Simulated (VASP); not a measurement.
A convergence study with VASP on Pd (fcc): a few settings are varied, all else stays as given below, so the limit is that of these other settings. The cell's lengths are 1 % over those of the tabulated start, so it is off equilibrium.

```
Pd
1.0
    0.00000     1.96445     1.96445
    1.96445     0.00000     1.96445
    1.96445     1.96445     0.00000
Pd
1
Direct
  0.00000   0.00000   0.00000
```

These are PBEsol GGA, VASP's PBE PAW potentials (set 64) (plane waves; VASP) values and carry that method's errors. The last row used: 550 eV cut-off, 14×14×14 Γ-centred mesh, first-order Methfessel-Paxton smearing of 0.10 eV, potentials Pd.

```tsv
setting	E (eV/atom)	pressure (GPa)	electronic steps
ALGO = Normal, EDIFF = 1E-2	-5.9329	-8.50	8
ALGO = Normal, EDIFF = 1E-3	-5.9329	-7.73	9
ALGO = Normal, EDIFF = 1E-4	-5.9329	-7.74	9
ALGO = Normal, EDIFF = 1E-5	-5.9329	-7.75	9
ALGO = Normal, EDIFF = 1E-6	-5.9329	-7.74	11
ALGO = Normal, EDIFF = 1E-7	-5.9329	-7.73	12
ALGO = Normal, EDIFF = 1E-8	-5.9329	-7.73	13
ALGO = Normal, EDIFF = 1E-9	-5.9329	-7.73	13
ALGO = Fast, EDIFF = 1E-2	-5.9373	-1.47	7
ALGO = Fast, EDIFF = 1E-3	-5.9329	-7.29	9
ALGO = Fast, EDIFF = 1E-4	-5.9329	-7.34	9
ALGO = Fast, EDIFF = 1E-5	-5.9329	-7.87	10
ALGO = Fast, EDIFF = 1E-6	-5.9329	-7.75	12
ALGO = Fast, EDIFF = 1E-7	-5.9329	-7.73	14
ALGO = Fast, EDIFF = 1E-8	-5.9329	-7.73	17
ALGO = Fast, EDIFF = 1E-9	-5.9329	-7.73	18
ALGO = All, EDIFF = 1E-2	-5.9328	-7.60	9
ALGO = All, EDIFF = 1E-3	-5.9328	-7.60	9
ALGO = All, EDIFF = 1E-4	-5.9329	-7.75	11
ALGO = All, EDIFF = 1E-5	-5.9329	-7.70	12
ALGO = All, EDIFF = 1E-6	-5.9329	-7.70	12
ALGO = All, EDIFF = 1E-7	-5.9329	-7.73	14
ALGO = All, EDIFF = 1E-8	-5.9329	-7.73	14
ALGO = All, EDIFF = 1E-9	-5.9329	-7.73	18
```

Left out are rungs that failed or repeat a setting and relaxations that didn't move; long series are thinned to 24 rows.

The compound is Pd in the fcc structure. The cell was not relaxed at this level.
